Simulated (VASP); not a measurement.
Consider the following.

```xyz
2
Lattice="0.0000 2.2311 2.2311 2.2311 0.0000 2.2311 2.2311 2.2311 0.0000" Properties=species:S:1:pos:R:3 pbc="T T T"
Hf     0.0000     0.0000     0.0000
N      2.2311     2.2311     2.2311
```

The numbers are results of LDA (Ceperley-Alder, Perdew-Zunger) with spin-orbit coupling, VASP's LDA PAW potentials (set 64) (plane waves; VASP), not measurements. Settings: 520 eV cut-off, 13×13×13 Γ-centred mesh, Gaussian smearing of 0.050 eV, potentials Hf_pv N.

**Question.** Give the energies of bands 9 to 21 at the high-symmetry points, in eV from the Fermi level.

**Answer.** 
```csv
band,Γ,X,U,L,W
9,-3.18,-5.40,-6.50,-9.12,-6.34
10,-3.18,-5.40,-6.50,-9.12,-6.34
11,-2.99,-4.07,-5.50,-6.44,-5.75
12,-2.99,-4.07,-5.50,-6.44,-5.75
13,-2.99,-3.76,-4.99,-6.39,-5.20
14,-2.99,-3.76,-4.99,-6.39,-5.20
15,-0.61,-3.48,-0.96,3.31,1.03
16,-0.61,-3.48,-0.96,3.31,1.03
17,-0.61,4.14,3.92,3.68,1.16
18,-0.61,4.14,3.92,3.68,1.16
19,-0.31,5.37,4.54,3.91,5.48
20,-0.31,5.37,4.54,3.91,5.48
21,1.94,5.90,6.41,4.68,6.12
```

It has no gap at this level: it comes out as a metal or semimetal.

The compound is HfN in the rock salt structure. It was relaxed first.
